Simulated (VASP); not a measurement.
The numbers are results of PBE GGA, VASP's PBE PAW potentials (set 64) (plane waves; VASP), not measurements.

Input for VASP

**INCAR**
```
# general
SYSTEM = MgS
PREC   = Accurate
ENCUT  = 400   # plane-wave cut-off (eV)
LREAL  = .FALSE.   # projection in real space or not
LASPH  = .TRUE.

# electronic loop
EDIFF  = 1E-2   # SCF stop (eV)
NELM   = 100   # most electronic steps
ALGO   = Normal   # blocked Davidson

# smearing
ISMEAR = 0   # Gaussian
SIGMA  = 0.05

# functional
GGA    = PE

# ions
ISIF   = 2   # forces and stress, cell fixed

# output
LWAVE  = .FALSE.
LCHARG = .FALSE.
```

POSCAR:
```
MgS
1
    0.0000000000     2.6520000000     2.6520000000
    2.6520000000     0.0000000000     2.6520000000
    2.6520000000     2.6520000000     0.0000000000
Mg S
1 1
Direct
  0.0000000000   0.0000000000   0.0000000000
  0.5000000000   0.5000000000   0.5000000000
```

KPOINTS:
```
Automatic mesh
0
Gamma
8 8 8
0 0 0
```

POTCAR, in this order: Mg S (PBE.64 set). Program: vasp_std.

Estimate the energy per atom (σ→0), pressure, band gap (on the k-mesh).

The energy per atom (σ→0) is -409.4 kJ/mol of atoms, the band gap (on the k-mesh) comes out as 2.66 eV and the pressure is -2.52 GPa.

**OSZICAR**
```
...
DAV:   2    -0.806669317661E+01   -0.27242E+02   -0.26128E+02   632   0.981E+01
DAV:   3    -0.891302233352E+01   -0.84633E+00   -0.84633E+00   576   0.239E+01
DAV:   4    -0.891688561868E+01   -0.38633E-02   -0.38633E-02   720   0.184E+00
DAV:   5    -0.891688919440E+01   -0.35757E-05   -0.35757E-05   504   0.484E-02    0.417E+00
DAV:   6    -0.852812619279E+01    0.38876E+00   -0.10419E+00   504   0.494E+00    0.326E+00
DAV:   7    -0.848651393803E+01    0.41612E-01   -0.23739E-01   632   0.255E+00    0.222E+00
DAV:   8    -0.848609140234E+01    0.42254E-03   -0.14952E-02   480   0.102E+00
   1 F= -.84860914E+01 E0= -.84860914E+01  d E =-.911824E-15
```

The compound is MgS in the rock salt structure. The cell was not relaxed at this level. The run is one of a series of settings (EDIFF = 1E-2 against the base run), some of them coarse on purpose.
